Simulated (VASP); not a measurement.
Write the native input for VASP 6.6.1 that does the following.

* Task: relaxation of cell and atoms
* Functional: PBEsol
* Potentials or basis: VASP PAW PBE potentials, release 64 (Al)
* Cutoff: 520 eV
* k mesh: 18 × 18 × 18
* Occupations: gaussian, width 0.1 eV
* Spin: no spin polarisation
* Further INCAR settings: ALGO = Normal; EDIFF = 1e-07; IBRION = 2; EDIFFG = -0.002; NSW = 80; ISIF = 3

The structure of Al lies in POSCAR:

```
Al                                      
1.0
    0.0000000000      2.0080141416      2.0080141416
    2.0080141416      0.0000000000      2.0080141416
    2.0080141416      2.0080141416     -0.0000000000
  Al            
     1
Direct
     0.0000000000000000    0.0000000000000000    0.0000000000000000
```

These files were run (other wordings do the same):

INCAR

```
SYSTEM = Al
PREC = Accurate ; ENCUT = 520
EDIFF = 1E-7 ; ISMEAR = 0
SIGMA = 0.1 ; LREAL = .False.
LASPH = .True. ; NELM = 100
ALGO = Normal ; ISIF = 3
LWAVE = .False. ; LCHARG = .False.
GGA = PS ; IBRION = 2
NSW = 80 ; EDIFFG = -0.002
```

KPOINTS

```
regular mesh
0
Gamma
  18 18 18
  0 0 0
```

Potentials or basis: VASP PAW PBE potentials, release 64 (Al).

Command:

```sh
$ cat potpaw_PBE.64/Al/POTCAR > POTCAR
$ mpirun -np 1 vasp_std > vasp.out
```

It gave:

* Pressure after relaxing: 0.0 GPa
* Band gap on the k mesh: none (metal or under the smearing width)

Caveat: the relaxation stopped at its first step, so nothing moved; the PAW data sets were made with another functional, which shifts forces and pressure a little.

Run time: 6.1 s on 1 thread of Intel(R) Xeon(R) Platinum 8488C (Sapphire Rapids), with other jobs on the host, peak memory 0.14 GiB.
